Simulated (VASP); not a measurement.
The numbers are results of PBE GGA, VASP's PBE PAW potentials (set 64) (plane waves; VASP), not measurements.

Input for VASP

### POSCAR
```
FePt
1
    2.7744000000     0.0000000000     0.0000000000
    0.0000000000     2.7744000000     0.0000000000
    0.0000000000     0.0000000000     3.7842000000
Fe Pt
1 1
Direct
  0.0000000000   0.0000000000   0.0000000000
  0.5000000000   0.5000000000   0.5000000000
```

### INCAR
```
SYSTEM = FePt
PREC = Accurate
ENCUT = 400
EDIFF = 1E-6
NELM = 100
ALGO = Normal
LREAL = .FALSE.
LASPH = .TRUE.
ISMEAR = 1
SIGMA = 0.1
GGA = PE
LMAXMIX = 6
ISPIN = 2
MAGMOM = 3.0 0.0
LORBIT = 10
LWAVE = .FALSE.
LCHARG = .FALSE.
ISIF = 2
NUPDOWN = 3
```

### KPOINTS
```
Automatic mesh
0
Gamma
12 12 9
0 0 0
```

POTCAR, in this order: Fe Pt (PBE.64 set). Program: vasp_std.

Output of the run:

File OSZICAR:
```
       N       E                     dE             d eps       ncg     rms          rms(c)
DAV:   1     0.785198719500E+02    0.78520E+02   -0.74496E+03  8832   0.106E+03
DAV:   2    -0.135537503621E+02   -0.92074E+02   -0.83923E+02  8653   0.228E+02
DAV:   3    -0.161845006449E+02   -0.26308E+01   -0.25629E+01 10732   0.466E+01
DAV:   4    -0.162123117058E+02   -0.27811E-01   -0.27791E-01  9446   0.422E+00
DAV:   5    -0.162130928193E+02   -0.78111E-03   -0.78109E-03 11259   0.800E-01    0.152E+01
DAV:   6    -0.177523831119E+02   -0.15393E+01   -0.16630E+01  9214   0.885E+01    0.253E+01
DAV:   7    -0.147571034503E+02    0.29953E+01   -0.80759E+00 10805   0.801E+01    0.675E+00
DAV:   8    -0.147577211889E+02   -0.61774E-03   -0.43160E-01 10252   0.918E+00    0.300E+00
DAV:   9    -0.147288035655E+02    0.28918E-01   -0.61016E-02 12450   0.523E+00    0.149E+00
DAV:  10    -0.147250577290E+02    0.37458E-02   -0.11548E-02 12895   0.190E+00    0.446E-01
DAV:  11    -0.147246625918E+02    0.39514E-03   -0.12207E-03 11744   0.565E-01    0.177E-01
DAV:  12    -0.147246730638E+02   -0.10472E-04   -0.10617E-04 11061   0.158E-01    0.610E-02
DAV:  13    -0.147246759271E+02   -0.28634E-05   -0.22643E-05  9873   0.973E-02    0.303E-02
DAV:  14    -0.147246771885E+02   -0.12614E-05   -0.22559E-06  6647   0.294E-02    0.133E-02
DAV:  15    -0.147246775245E+02   -0.33594E-06   -0.23281E-06  6534   0.375E-02
   1 F= -.14724678E+02 E0= -.14724939E+02  d E =0.783352E-03  mag=     3.0000
```

### OUTCAR
```
------------------------ aborting loop because EDIFF is reached ----------------------------------------
  FORCE on cell =-STRESS in cart. coord.  units (eV):
  Direction    XX          YY          ZZ          XY          YZ          ZX
  --------------------------------------------------------------------------------------
  Total       -2.0904936     -2.0904936     -1.1580673      0.0000000     -0.0000000      0.0000000
  in kB     -114.9865914   -114.9865914    -63.6989312      0.0000000     -0.0000000      0.0000000
  external PRESSURE =     -97.8907047 kB  Pullay stress =       0.0000000 kB
  volume of cell :       29.13
      direct lattice vectors                 reciprocal lattice vectors
     2.774400000  0.000000000  0.000000000     0.360438293  0.000000000  0.000000000
     0.000000000  2.774400000  0.000000000     0.000000000  0.360438293  0.000000000
     0.000000000  0.000000000  3.784200000     0.000000000  0.000000000  0.264256646
 POSITION                                       TOTAL-FORCE (eV/Angst)
 -----------------------------------------------------------------------------------
      0.00000      0.00000      0.00000         0.000000      0.000000      0.000000
      1.38720      1.38720      1.89210         0.000000      0.000000      0.000000
 -----------------------------------------------------------------------------------
    total drift:                                0.000000     -0.000000     -0.000000
  FREE ENERGIE OF THE ION-ELECTRON SYSTEM (eV)
  ---------------------------------------------------
  free  energy   TOTEN  =       -14.7246775245 eV

  energy  without entropy=      -14.7254608760  energy(sigma->0) =      -14.72493864

 total charge

# of ion       s       p       d       tot
------------------------------------------
    1        0.384   0.403   6.109   6.897
    2        0.685   0.596   8.018   9.299
--------------------------------------------------
tot          1.069   1.000  14.127  16.195

 magnetization (x)

# of ion       s       p       d       tot
------------------------------------------
    1        0.001  -0.014   2.824   2.811
    2       -0.032  -0.081   0.308   0.195
--------------------------------------------------
tot         -0.031  -0.095   3.133   3.007
```
(Selected blocks of OUTCAR.)

The compound is FePt in the L1_0 structure. The cell was not relaxed at this level. The run is one of a series of settings (NUPDOWN = 3 against the base run), some of them coarse on purpose.
